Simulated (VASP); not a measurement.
OSZICAR of a VASP run on SrTiO₃ (cubic perovskite):

### OSZICAR
```
       N       E                     dE             d eps       ncg     rms          rms(c)
DAV:   1     0.454113332045E+03    0.45411E+03   -0.22004E+04  1680   0.185E+03
DAV:   2     0.241443760702E+01   -0.45170E+03   -0.44437E+03  1944   0.501E+02
DAV:   3    -0.493799350251E+02   -0.51794E+02   -0.51593E+02  2488   0.154E+02
DAV:   4    -0.515625727922E+02   -0.21826E+01   -0.21817E+01  2376   0.297E+01
DAV:   5    -0.516268783402E+02   -0.64306E-01   -0.64303E-01  2368   0.415E+00    0.278E+01
DAV:   6    -0.420685683492E+02    0.95583E+01   -0.61387E+01  2504   0.741E+01    0.171E+01
DAV:   7    -0.420922627539E+02   -0.23694E-01   -0.81896E+00  2056   0.221E+01    0.110E+01
DAV:   8    -0.421418891582E+02   -0.49626E-01   -0.21361E+00  2200   0.160E+01    0.346E+00
DAV:   9    -0.420200671184E+02    0.12182E+00   -0.58362E-01  2024   0.798E+00    0.901E-01
DAV:  10    -0.420254881643E+02   -0.54210E-02   -0.13140E-01  2288   0.253E+00    0.838E-01
DAV:  11    -0.420168055542E+02    0.86826E-02   -0.77114E-02  2440   0.227E+00    0.213E-01
DAV:  12    -0.420164422493E+02    0.36330E-03   -0.37551E-03  2088   0.701E-01    0.652E-02
DAV:  13    -0.420164503830E+02   -0.81337E-05   -0.27668E-04  2368   0.129E-01    0.434E-02
DAV:  14    -0.420164464447E+02    0.39383E-05   -0.70273E-05  2224   0.587E-02    0.140E-02
DAV:  15    -0.420164442265E+02    0.22182E-05   -0.18027E-05  2272   0.424E-02    0.519E-03
DAV:  16    -0.420164446666E+02   -0.44013E-06   -0.23825E-06  2320   0.161E-02    0.629E-03
DAV:  17    -0.420164441987E+02    0.46792E-06   -0.11507E-06  2000   0.156E-02    0.168E-03
DAV:  18    -0.420164442010E+02   -0.23447E-08   -0.83294E-08  1224   0.242E-03
   1 F= -.42016444E+02 E0= -.42016444E+02  d E =0.000000E+00
```

Question: Which electronic solver shows in the log?

Answer: It is blocked Davidson (ALGO = Normal, or the opening steps of other solvers). The INCAR had ALGO = Normal.

Question: Can the final energy be trusted as converged?

Answer: The run converged. It stopped with EDIFF = 1E-7, NELM = 100 (PBEsol GGA, plane waves, VASP's PBE PAW potentials (set 64)).

The compound is SrTiO3 in the cubic perovskite structure, the ideal cubic form; the compound distorts at low or room temperature. It was relaxed first.
